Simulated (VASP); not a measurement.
The input files of a VASP run:

**KPOINTS**
```
Automatic mesh
0
Gamma
8 8 8
0 0 0
```

INCAR:
```
SYSTEM = TaW3
PREC = Accurate; ENCUT = 400; LREAL = .FALSE.
LASPH = .TRUE.
EDIFF = 1E-6; NELM = 100; ALGO = Normal
LMAXMIX = 6
ISMEAR = 1; SIGMA = 0.1
GGA = PS
IBRION = 2; NSW = 60; ISIF = 3
EDIFFG = -0.02
LWAVE = .FALSE.; LCHARG = .FALSE.
```

### POSCAR
```
TaW3
1
   -0.0000000000     3.1797895607     3.1797895607
    3.1797895607    -0.0000000000     3.1797895607
    3.1797895607     3.1797895607     0.0000000000
Ta W
1 3
Direct
  0.0000000000   0.0000000000   0.0000000000
  0.2500000000   0.2500000000   0.2500000000
  0.7500000000   0.7500000000   0.7500000000
  0.5000000000   0.5000000000   0.5000000000
```

POTCAR, in this order: Ta_pv W_sv (PBE.64 set). Program: vasp_std.

Question: Write an equivalent input for Ansatz.

Answer: One equivalent input (not run):
Ansatz 0.2 input:
```yaml
crystal:
  lattice:
    - [0.0000000, 3.1797896, 3.1797896]
    - [3.1797896, 0.0000000, 3.1797896]
    - [3.1797896, 3.1797896, 0.0000000]
  atoms:
    - { symbol: Ta, position: [0.0000000, 0.0000000, 0.0000000] }
    - { symbol: W, position: [0.2500000, 0.2500000, 0.2500000] }
    - { symbol: W, position: [0.7500000, 0.7500000, 0.7500000] }
    - { symbol: W, position: [0.5000000, 0.5000000, 0.5000000] }
kpoints:
  mp_grid: { grid: [8, 8, 8] }
hamiltonian:
  xc: pbesol
  pseudopotentials: { kind: paw }
scf:
  occupations: { method: methfessel_paxton, width: 0.1 }
  max_iter: 100
relax:
  max_steps: 60
  f_tol: 0.02
  cell: {}
output: { forces: true, stress: true, eigenvalues: true }
```
What does not carry over: each code has its own PAW files, so the cut-off isn't converted (ENCUT is set for VASP's; basis.ecutwfc is left out, and Ansatz then takes the one that its files recommend); Ansatz stops its SCF on the density residual and VASP on the energy change (EDIFF).

The structure comes from a computed database's TaW3 entry (Fm-3m); how it stands against other phases isn't given here. This run relaxes it. Symmetry was kept, so distortions that lower it aren't found. The start is the result of an earlier pass.
